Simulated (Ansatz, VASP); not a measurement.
# SiC (Moissanite): VASP beside Ansatz, part 3 of 3

Aim: how closely do two programs agree when they are given the same cell, functional and k mesh? The cell is taken from a series of runs on this material, whose earlier steps may have relaxed, scaled, displaced or heated it; both programs get it as it stands.

VASP 6.6.1 and Ansatz 0.2.0.

So far: The structure; VASP: zone-centre phonons, PBE, pair 1; Ansatz: zone-centre phonons, PBE, pair 1.

## 4. Comparison

Known differences besides the potentials themselves: fixed occupations in Ansatz, narrow Gaussian smearing in VASP; VASP's response is taken on the typed mesh, Ansatz refines its own for the field response alone; the cutoff is 420 eV in Ansatz and 600 eV in VASP. Total energies have different zeros and are not compared.

Compared:

```
                                     quantity  Ansatz   VASP  difference
                                        ε∞ xx    6.90   6.91     -0.11 %
                                        ε∞ yy    6.90   6.91     -0.11 %
                                        ε∞ zz    7.27   7.27     -0.04 %
 Born charge of C1 (mean of the diagonal) (e)   -2.75  -2.73       -0.02
Born charge of Si3 (mean of the diagonal) (e)    2.75   2.73       +0.02
                   optical mode 1 to 2 (cm⁻¹)   256.1  256.6     -0.19 %
                        optical mode 3 (cm⁻¹)   595.9  595.8     +0.01 %
                   optical mode 4 to 5 (cm⁻¹)   763.1  762.9     +0.02 %
                        optical mode 6 (cm⁻¹)   767.1  766.9     +0.03 %
                   optical mode 7 to 8 (cm⁻¹)   796.3  796.5     -0.03 %
                        optical mode 9 (cm⁻¹)   834.5  834.7     -0.03 %
```

Modes are paired by rising frequency, not by their patterns, so a pair may set unlike modes beside each other; they are those without the splitting of longitudinal modes.

## 5. VASP: zone-centre phonons, PBE, pair 2

Second derivatives magnify differences that forces hide, and they need a tight electronic threshold. The cell compared in this pair holds 41.59 Å³, against 41.17 Å³ for the pair before.

Contents of INCAR:

```
SYSTEM = SiC
PREC = Accurate
ENCUT = 600
EDIFF = 1E-08
NELM = 120
ISMEAR = 0
SIGMA = 0.01
LREAL = .FALSE.
ALGO = Normal
GGA = PE
NBANDS = 14
LORBIT = 11
LWAVE = .FALSE.
LCHARG = .FALSE.
ISIF = 2
IBRION = 8
LEPSILON = .TRUE.
LASPH = .TRUE.
GGA_COMPAT = .FALSE.
EFERMI = MIDGAP
KPAR = 2
```

Contents of POSCAR:

```
SiC
1.0
    3.0816514401      0.0000000000      0.0000000000
   -1.5408257200      2.6687884327      0.0000000000
    0.0000000000      0.0000000000      5.0569703784
C Si
2 2
Direct
    0.3333333333      0.6666666667      0.3804124575
    0.6666666667      0.3333333333      0.8804124575
    0.3333333333      0.6666666667      0.0045875425
    0.6666666667      0.3333333333      0.5045875425
```

Contents of KPOINTS:

```
Automatic mesh
0
Gamma
12 12 6
0 0 0
```

The projector-augmented-wave data sets are C and Si (PBE family, release 64).

Run with:

```bash
> mpirun -np 2 vasp_std
```

Numbers of over 12 decimals in the logs are rounded to 6 here.

The log of the run:

```text
[... set-up lines as in an earlier step ...]
 entering main loop
       N       E                     dE             d eps       ncg     rms          rms(c)
DAV:   1     0.347177663323E+02    0.34718E+02   -0.79492E+03  2128   0.115E+03
DAV:   2    -0.305808620994E+02   -0.65299E+02   -0.59286E+02  2980   0.180E+02
DAV:   3    -0.337721061014E+02   -0.31912E+01   -0.31700E+01  2950   0.376E+01
DAV:   4    -0.338039298481E+02   -0.31824E-01   -0.31815E-01  2380   0.451E+00
[...]
DAV:  14    -0.301102314015E+02   -0.32136E-07   -0.86558E-09  2168   0.735E-04    0.118E-03
DAV:  15    -0.301102313685E+02    0.32972E-07   -0.14287E-08  1844   0.797E-04    0.739E-05
DAV:  16    -0.301102313644E+02    0.41121E-08   -0.19169E-09  1340   0.344E-04
   1 F= -.30110231E+02 E0= -.30110231E+02  d E =0.000000E+00
 Linear response reoptimize wavefunctions to high precision
DAV:   1    -0.301102313666E+02   -0.21678E-08   -0.13031E-10  1628   0.964E-05
DAV:   2    -0.301102313666E+02   -0.26148E-10   -0.15648E-11  1298   0.313E-05
 Linear response G [H, r] |phi>, progress :
  Direction:   1
[...]
RMM:  11    -0.146433062762E-01    0.73176E-08   -0.51721E-10 21814   0.372E-06    0.469E-07
 first order change of Fermi-energy  -0.84879E+00
 force on displaced ion       3 direction 1 : -19.814  -0.001  -0.000
 Born effective charge ion    3 direction 1 :   2.653  -0.000  -0.000
 Linear response progress:
  Degree of freedom:   4/  4
       N       E                     dE             d eps       ncg     rms          rms(c)
RMM:   1    -0.354161532188E-01   -0.35416E-01    0.43273E-02  7506   0.146E+00
RMM:   2    -0.274828831622E-01    0.79333E-02   -0.20154E-03  4610   0.404E-01    0.148E-01
RMM:   3    -0.270341159799E-01    0.44877E-03    0.13497E-04  4789   0.120E-01    0.801E-02
RMM:   4    -0.269103783248E-01    0.12374E-03   -0.34724E-04  4881   0.752E-02    0.292E-02
[...]
RMM:  11    -0.268630116261E-01    0.65256E-07   -0.14392E-07  5090   0.443E-05    0.537E-06
RMM:  12    -0.268630035116E-01    0.81145E-08    0.11223E-07  5247   0.927E-06    0.195E-06
RMM:  13    -0.268630090979E-01   -0.55863E-08    0.74318E-08  4849   0.398E-06    0.660E-07
 first order change of Fermi-energy  -0.42034E+00
 force on displaced ion       3 direction 3 :  -0.000  -0.000 -26.892
 Born effective charge ion    3 direction 3 :  -0.000   0.000   2.852
 Born effective charges drift removed
 Linear response finished
```

From OUTCAR (step 5):

```text
 POSITION                                       TOTAL-FORCE (eV/Angst)
 -----------------------------------------------------------------------------------
     -0.00000      1.77919      1.92373         0.000000     -0.000000      0.000194
      1.54083      0.88960      4.45222        -0.000000      0.000000      0.000194
     -0.00000      1.77919      0.02320        -0.000000      0.000000     -0.000194
      1.54083      0.88960      2.55168        -0.000000      0.000000     -0.000194
 -----------------------------------------------------------------------------------
    total drift:                                0.000000     -0.000000     -0.000093

 MACROSCOPIC STATIC DIELECTRIC TENSOR (including local field effects in DFT)
 ------------------------------------------------------
           6.932519     0.000000     0.000000
           0.000000     6.932519     0.000000
           0.000000    -0.000000     7.296926
 ------------------------------------------------------

 MACROSCOPIC STATIC DIELECTRIC TENSOR IONIC CONTRIBUTION
 ------------------------------------------------------
           3.192066     0.000000     0.000000
           0.000000     3.192066     0.000000
           0.000000     0.000000     3.983702
 ------------------------------------------------------

[... 1 part as in an earlier step ...]
```

## 6. Ansatz: zone-centre phonons, PBE, pair 2

The same cell, functional and mesh now go to Ansatz, which takes its cutoff from its data sets.

The cell is taken from a series of runs on this material, whose earlier steps may have relaxed, scaled, displaced or heated it; both programs get it as it stands.

Contents of input.yaml:

```yaml
crystal:
  lattice:
    - [3.0816514401, 0.0, 0.0]
    - [-1.54082572, 2.6687884327, 0.0]
    - [0.0, 0.0, 5.0569703784]
  atoms:
    - { symbol: C, position: [0.3333333333, 0.6666666667, 0.3804124575] }
    - { symbol: C, position: [0.6666666667, 0.3333333333, 0.8804124575] }
    - { symbol: Si, position: [0.3333333333, 0.6666666667, 0.0045875425] }
    - { symbol: Si, position: [0.6666666667, 0.3333333333, 0.5045875425] }
kpoints:
  mp_grid: { grid: [12, 12, 6] }
hamiltonian:
  xc: pbe
  pseudopotentials: { kind: paw, azcp: { folder: soft_1 } }
scf:
  occupations: { method: fixed }
output:
  eigenvalues: true
phonons:
  method: dfpt
  dielectric: true
  rigid_motions: translations
```

Run with:

```bash
> ansatz run input.yaml --threads 4 --pin off --max-ram 16384MiB --backend cpu --events-out ev --progress --plain --runs-dir out
```

The log of the run:

```text
[...]
Crystal: 4 atoms, lattice volume = 41.590 Å³
Basis set: ecut = 420 eV, 785 PW (Γ), exchange–correlation on 48×48×72 points (8 copies of the dense FFT grid, shifted against one another)
Bands: 12, of which v1, the nominal top of the filled ones, is band 8 counted from 1 (7 counted from 0)
Symmetry: 12 space group operations
k-points: 242 of 864 (irreducible under 2 space group operations, time reversal used)
[...]
optical modes at Γ + LO–TO along q̂ = [1.0000, 0.0000, 0.0000]:
      ω (cm⁻¹)  modes    IR ((D/Å)²/amu)
[...]
optical modes at Γ + LO–TO along q̂ = [0.0000, 1.0000, 0.0000]:
      ω (cm⁻¹)  modes    IR ((D/Å)²/amu)
[...]
optical modes at Γ + LO–TO along q̂ = [0.0000, 0.0000, 1.0000]:
      ω (cm⁻¹)  modes    IR ((D/Å)²/amu)
[...]
752.85      2             0.0000
        787.24      2            78.3150
        824.70      1             0.0000
        944.89      1            45.2080
[key lines of the parts left out:]
SCF converged after 8 iterations
Free energy (F): -1774.311753 eV
Fermi energy:    9.564508 eV
```

## 7. Comparison

Compared:

```
                                     quantity  Ansatz   VASP  difference
                                        ε∞ xx    6.93   6.93     -0.10 %
                                        ε∞ yy    6.93   6.93     -0.10 %
                                        ε∞ zz    7.29   7.30     -0.03 %
 Born charge of C1 (mean of the diagonal) (e)   -2.74  -2.72       -0.02
Born charge of Si3 (mean of the diagonal) (e)    2.74   2.72       +0.02
                   optical mode 1 to 2 (cm⁻¹)   256.4  256.9     -0.19 %
                        optical mode 3 (cm⁻¹)   590.3  590.3     -0.01 %
                   optical mode 4 to 5 (cm⁻¹)   752.9  752.7     +0.01 %
                        optical mode 6 (cm⁻¹)   758.3  758.1     +0.02 %
                   optical mode 7 to 8 (cm⁻¹)   787.2  787.6     -0.05 %
                        optical mode 9 (cm⁻¹)   824.7  824.8     -0.01 %
```

Modes are paired by rising frequency, not by their patterns, so a pair may set unlike modes beside each other; they are those without the splitting of longitudinal modes.

## 8. What came out

```
r.m.s. difference of the optical zone-centre modes, each program's sorted by frequency (zone-centre phonons, PBE, pair 1) : 0.28 cm⁻¹
r.m.s. difference of the optical zone-centre modes, each program's sorted by frequency (zone-centre phonons, PBE, pair 2) : 0.29 cm⁻¹
```

The r.m.s. difference of the optical zone-centre modes, each program's sorted by frequency is 0.28 cm⁻¹ (zone-centre phonons, PBE, pair 1). Such differences can come from data sets, numerical settings and the points named under the comparisons, not from the functional's error against experiment.

[Lines on the potential files, build, host, timing and source positions are cut from VASP's logs without a mark.]

[Logs are printed without paths, hosts, clocks, repeated set-up lines and the standing remarks that a program may print on its own settings, such as how far it seeks lower states.]

[Hosts, paths, dates, database ids (printed as entryN), source tags and the programs' standing remarks are cut or masked in the printed files.]
